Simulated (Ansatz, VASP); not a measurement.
# Mo (Mo(110)): VASP beside Ansatz, part 2 of 2

Wanted: the spread between two codes on one cell, functional and k mesh. Of the first pair: The cell is taken from a series of runs on this material, whose earlier steps may have relaxed, scaled, displaced or heated it; both programs get it as it stands.

VASP 6.6.1 and Ansatz 0.2.0.

So far. Step 4 (Side by side): The forces differ by 8.5 meV/Å r.m.s., which is 4.6 % of the r.m.s. force of 0.185 eV/Å (both taken over all components). With vacuum in the cell, a pressure given here is an average over mostly empty space and none of the material.

## 6. VASP: single point, PBE, start cell, pair 2

Level of this step: PBE; plane waves and PAW (Mo_sv) (VASP).

The same cell, functional, mesh and smearing now go to VASP, with its own data sets.

INCAR reads:

```
SYSTEM = Mo
PREC = Accurate
ENCUT = 400
EDIFF = 1E-06
NELM = 120
ISMEAR = -1
SIGMA = 0.1
LREAL = .FALSE.
ALGO = Normal
GGA = PE
NBANDS = 60
LASPH = .TRUE.
LORBIT = 11
LWAVE = .FALSE.
LCHARG = .FALSE.
ISIF = 2
LDIPOL = .TRUE.
IDIPOL = 3
DIPOL = 0.5 0.5 0.5
LVHAR = .TRUE.
GGA_COMPAT = .FALSE.
NELMDL = -8
KPAR = 2
```

POSCAR reads:

```
Mo
1.0
    2.2273863607     -1.5750000000      0.0000000000
    2.2273863607      1.5750000000      0.0000000000
    0.0000000000      0.0000000000     27.3643181644
Mo
7
Direct
    0.0000000000      0.0000000000      0.2558075797
    0.5000000000      0.5000000000      0.3372050400
    0.0000000000      0.0000000000      0.4186025367
    0.5000000000      0.5000000000      0.4999999970
    0.0000000000      0.0000000000      0.5813974572
    0.5000000000      0.5000000000      0.6627949540
    0.0000000000      0.0000000000      0.7441924143
```

KPOINTS reads:

```
Automatic mesh
0
Gamma
12 12 1
0 0 0
```

PAW data sets: Mo_sv (PBE family, release 64).

Command:

```sh
> mpirun -np 2 vasp_std
```

Numbers of over 12 decimals in the logs are rounded to 6 here.

The log of the run:

```text
[... set-up lines as in an earlier step ...]
 entering main loop
       N       E                     dE             d eps       ncg     rms          rms(c)
DAV:   1     0.103742573133E+04    0.10374E+04   -0.57167E+04  6304   0.132E+03
DAV:   2    -0.396228898164E+02   -0.10770E+04   -0.10459E+04  5776   0.462E+02
DAV:   3    -0.783079108514E+02   -0.38685E+02   -0.37379E+02  7012   0.767E+01
DAV:   4    -0.795007235580E+02   -0.11928E+01   -0.11659E+01  6672   0.106E+01
[...]
DAV:  30    -0.741548617854E+02   -0.89718E-05   -0.65485E-07  3424   0.355E-03    0.181E-03
DAV:  31    -0.741548637372E+02   -0.19518E-05   -0.22737E-07  3200   0.207E-03    0.711E-04
DAV:  32    -0.741548640728E+02   -0.33559E-06   -0.82981E-08  3116   0.863E-04
   1 F= -.74154864E+02 E0= -.74070728E+02  d E =-.168272E+00
```

From OUTCAR (step 6):

```text
  Total       -3.3004514     -2.5033601     -1.7016492      0.0000000      0.0000000      0.0000000
  in kB      -27.5418545    -20.8902275    -14.2000498      0.0000000      0.0000000      0.0000000
  external PRESSURE =     -20.8773773 kB  Pullay stress =       0.0000000 kB

 POSITION                                       TOTAL-FORCE (eV/Angst)
 -----------------------------------------------------------------------------------
      0.00000      0.00000      7.00000        -0.000000      0.000000      0.518752
      2.22739      0.00000      9.22739         0.000000      0.000000     -0.662205
      0.00000      0.00000     11.45477         0.000000      0.000000     -0.011420
      2.22739      0.00000     13.68216         0.000000     -0.000000      0.000000
      0.00000      0.00000     15.90954         0.000000      0.000000      0.011420
      2.22739      0.00000     18.13693        -0.000000      0.000000      0.662205
      0.00000      0.00000     20.36432        -0.000000      0.000000     -0.518752
 -----------------------------------------------------------------------------------
    total drift:                                0.000000      0.000000      0.002049

  FREE ENERGIE OF THE ION-ELECTRON SYSTEM (eV)
  ---------------------------------------------------
  free  energy   TOTEN  =       -74.1548640728 eV

  energy  without entropy=      -73.9865925013  energy(sigma->0) =      -74.07072829

[... 2 parts as in an earlier step ...]

[... 1 further part left out ...]
[key lines of the parts left out:]
E-fermi :   5.2539
```

## 7. Comparison

Forces (eV/Å; atoms numbered as in POSCAR):

| atom | Ansatz x, y, z | VASP x, y, z |
| --- | --- | --- |
| Mo1 | 0.000, 0.000, 0.543 | 0.000, 0.000, 0.519 |
| Mo2 | 0.000, 0.000, -0.659 | 0.000, 0.000, -0.662 |
| Mo3 | 0.000, 0.000, -0.012 | 0.000, 0.000, -0.011 |
| Mo4 | 0.000, 0.000, 0.000 | 0.000, 0.000, 0.000 |
| Mo5 | 0.000, 0.000, 0.012 | 0.000, 0.000, 0.011 |
| Mo6 | 0.000, 0.000, 0.659 | 0.000, 0.000, 0.662 |
| Mo7 | 0.000, 0.000, -0.543 | 0.000, 0.000, -0.519 |

The forces differ by 7.5 meV/Å r.m.s., which is 2.9 % of the r.m.s. force of 0.260 eV/Å (both taken over all components). With vacuum in the cell, a pressure given here is an average over mostly empty space and none of the material.

## 8. Ansatz: relaxation, PBE

This run makes the geometry at which the two programs are then compared.

The structure compared here is the end of the Ansatz relaxation.

input.yaml reads:

```yaml
crystal:
  lattice:
    - [2.2273863607, -1.575, 0.0]
    - [2.2273863607, 1.575, 0.0]
    - [0.0, 0.0, 27.3643181644]
  atoms:
    - { symbol: Mo, position: [0.0, 0.0, 0.2558075797] }
    - { symbol: Mo, position: [0.5, 0.5, 0.3372050531] }
    - { symbol: Mo, position: [0.0, 0.0, 0.4186025266] }
    - { symbol: Mo, position: [0.5, 0.5, 0.5] }
    - { symbol: Mo, position: [0.0, 0.0, 0.5813974734] }
    - { symbol: Mo, position: [0.5, 0.5, 0.6627949469] }
    - { symbol: Mo, position: [0.0, 0.0, 0.7441924203] }
kpoints:
  mp_grid: { grid: [12, 12, 1] }
hamiltonian:
  xc: pbe
scf:
  occupations: { method: fermi_dirac, width: 0.1 }
efield:
  axis: 3
  dipole_correction: true
  ramp_width: 0.05
relax:
  f_tol: 0.02
  max_steps: 60
  constraints: [{ sites: [0, 1, 2] }]
output:
  write_potential: true
  write_density: true
  volumetric_format: npy
```

Command:

```sh
> ansatz run input.yaml --threads 4 --pin off --max-ram 8192MiB --backend cpu --events-out ev --progress --plain --runs-dir out
```

The log of the run:

```text
[...]
Crystal: 7 atoms, lattice volume = 191.995 Å³
Basis set: ecut = 420 eV, 3809 PW (Γ), exchange–correlation on 40×40×384 points (8 copies of the dense FFT grid, shifted against one another)
Bands: 59, of which v1, the nominal top of the filled ones, is band 49 counted from 1 (48 counted from 0)
Symmetry: 4 space group operations
k-points: 43 of 144
[...]
atoms:
    - { symbol: Mo, position: [0.0, 0.0, 0.2558075797] }
    - { symbol: Mo, position: [0.5, 0.5, 0.3372050531] }
    - { symbol: Mo, position: [0.0, 0.0, 0.418603] }
    - { symbol: Mo, position: [0.5, 0.5, 0.500554] }
    - { symbol: Mo, position: [0.0, 0.0, 0.582603] }
    - { symbol: Mo, position: [0.5, 0.5, 0.664874] }
    - { symbol: Mo, position: [0.0, 0.0, 0.743037] }
[key lines of the parts left out:]
SCF converged after 4 iterations
Free energy (F): -34689.773118 eV
Fermi energy:    10.124380 eV
Dipole field:    D = 0.003764 V/Å  (p = 0.003994 e·Å, saw-weighted, corrected)
Work function:   Φ+ = 4.5435 eV   Φ− = 4.6465 eV
```

## 9. VASP: single point, PBE, relaxed cell, pair 3

The same cell, functional, mesh and smearing now go to VASP, with its own data sets.

Edit INCAR of step 6 so:

```diff
@@ -18,3 +18,3 @@
 IDIPOL = 3
-DIPOL = 0.5 0.5 0.5
+DIPOL = 0.5 0.5 0.501
 LVHAR = .TRUE.
```

POSCAR reads:

```
Mo
1.0
    2.2273863607     -1.5750000000      0.0000000000
    2.2273863607      1.5750000000      0.0000000000
    0.0000000000      0.0000000000     27.3643181644
Mo
7
Direct
    0.0000000000      0.0000000000      0.2558075797
    0.5000000000      0.5000000000      0.3372050531
    0.0000000000      0.0000000000      0.4186025266
    0.5000000000      0.5000000000      0.5005535381
    0.0000000000      0.0000000000      0.5826030845
    0.5000000000      0.5000000000      0.6648737246
    0.0000000000      0.0000000000      0.7430371877
```

KPOINTS is that of step 6.

Command:

```sh
> mpirun -np 2 vasp_std
```

The log of the run:

```text
[... set-up lines as in an earlier step ...]
 entering main loop
       N       E                     dE             d eps       ncg     rms          rms(c)
[... 38 cycles as in an earlier step ...]
   1 F= -.74182119E+02 E0= -.74100574E+02  d E =-.163090E+00
```

From OUTCAR (step 9):

```text
[... 6 parts as in an earlier step ...]

[... 1 further part left out ...]
[key lines of the parts left out:]
E-fermi :   5.2737
```

## 10. Differences

The two programs side by side:

| quantity | Ansatz | VASP | difference |
| --- | --- | --- | --- |
| work function, lower of the two faces (eV) | 4.54 | 4.54 | 0.00 |
| work function, higher of the two faces (eV) | 4.65 | 4.64 | 0.00 |

Forces (eV/Å; atoms numbered as in POSCAR):

| atom | Ansatz x, y, z | VASP x, y, z |
| --- | --- | --- |
| Mo1 | 0.000, 0.000, 0.547 | 0.000, 0.000, 0.523 |
| Mo2 | 0.000, 0.000, -0.654 | 0.000, 0.000, -0.658 |
| Mo3 | 0.000, 0.000, 0.108 | 0.000, 0.000, 0.109 |
| Mo4 | 0.000, 0.000, 0.002 | 0.000, 0.000, 0.002 |
| Mo5 | 0.000, 0.000, -0.008 | 0.000, 0.000, -0.008 |
| Mo6 | 0.000, 0.000, -0.005 | 0.000, 0.000, -0.009 |
| Mo7 | 0.000, 0.000, 0.010 | 0.000, 0.000, 0.041 |

The forces differ by 8.5 meV/Å r.m.s., which is 4.6 % of the r.m.s. force of 0.185 eV/Å (both taken over all components). With vacuum in the cell, a pressure given here is an average over mostly empty space and none of the material.

## 11. Outcome

```
r.m.s. force difference (single point, PBE, pair 1)               : 8.5 meV/Å
r.m.s. force difference (single point, PBE, start cell, pair 2)   : 2.9 % of the r.m.s. force
r.m.s. force difference (single point, PBE, relaxed cell, pair 3) : 8.5 meV/Å
```

What this shows: The r.m.s. force difference is 2.9 % of the r.m.s. force (single point, PBE, start cell, pair 2), at about the 3 % picked in this series as the mark of a large difference. Such differences can come from data sets, numerical settings and the points named under the comparisons, not from the functional's error against experiment.

[Lines on the potential files, build, host, timing and source positions are cut from VASP's logs without a mark.]

[Logs are printed without paths, hosts, clocks, repeated set-up lines and the standing remarks that a program may print on its own settings, such as how far it seeks lower states.]

[Hosts, paths, dates, database ids (printed as entryN), source tags and the programs' standing remarks are cut or masked in the printed files.]
